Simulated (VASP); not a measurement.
Method: revTPSS meta-GGA, VASP's PBE PAW potentials (set 64) (plane waves; VASP 6.6.1).

The input files of a VASP run:

### INCAR
```
SYSTEM = TiB2
ENCUT = 520   # plane-wave cut-off (eV)
LMIXTAU = .TRUE.
ISMEAR = 1
LMAXMIX = 4   # l cut-off of mixed one-centre charges
IBRION = 2   # conjugate gradients
EDIFF = 1E-6
PREC = Accurate
SIGMA = 0.1
NELM = 100   # most electronic steps
ISIF = 3
LASPH = .TRUE.
EDIFFG = -0.02
METAGGA = RTPSS
NSW = 60
LWAVE = .FALSE.
LCHARG = .FALSE.
ALGO = Normal   # blocked Davidson
LREAL = .FALSE.   # projection in real space or not
```

POSCAR:
```
TiB2
1
    1.5103582643    -2.6160172778     0.0000000000
    1.5103582643     2.6160172778     0.0000000000
    0.0000000000     0.0000000000     3.1819276551
Ti B
1 2
Direct
  0.0000000000   1.0000000000   1.0000000000
  0.3333330000   0.6666670000   0.5000000000
  0.6666670000   0.3333330000   0.5000000000
```

KPOINTS:
```
Automatic mesh
0
Gamma
11 11 9
0 0 0
```

POTCAR, in this order: Ti_sv B (PBE.64 set). Program: vasp_std.

Predict the energy per atom (σ→0), volume per atom, band gap (on the k-mesh).

The energy per atom (σ→0) is -8.853 eV/atom and the band gap (on the k-mesh) is none (metal, semimetal or under 0.01 eV). The volume per atom comes out as 8.43 Å^3/atom.

File OSZICAR:
```
...
DAV:   1    -0.265601500317E+02   -0.26752E-03   -0.10808E-02  2230   0.171E+00    0.110E-01
DAV:   2    -0.265599542764E+02    0.19576E-03   -0.86397E-04  2166   0.383E-01    0.574E-02
DAV:   3    -0.265599663041E+02   -0.12028E-04   -0.92769E-05  2970   0.118E-01    0.280E-02
DAV:   4    -0.265599575090E+02    0.87951E-05   -0.81633E-05  3130   0.717E-02    0.137E-02
DAV:   5    -0.265599535504E+02    0.39586E-05   -0.13889E-05  2667   0.482E-02    0.516E-03
DAV:   6    -0.265599566942E+02   -0.31438E-05   -0.18467E-05  2636   0.434E-02    0.754E-03
DAV:   7    -0.265599570661E+02   -0.37189E-06   -0.10419E-06  1204   0.149E-02
   4 F= -.26559957E+02 E0= -.26559738E+02  d E =-.738978E-04
```

The compound is TiB2 in the AlB2 type structure. This run relaxes it. Symmetry was kept, so distortions that lower it aren't found. The start is the result of an earlier pass.
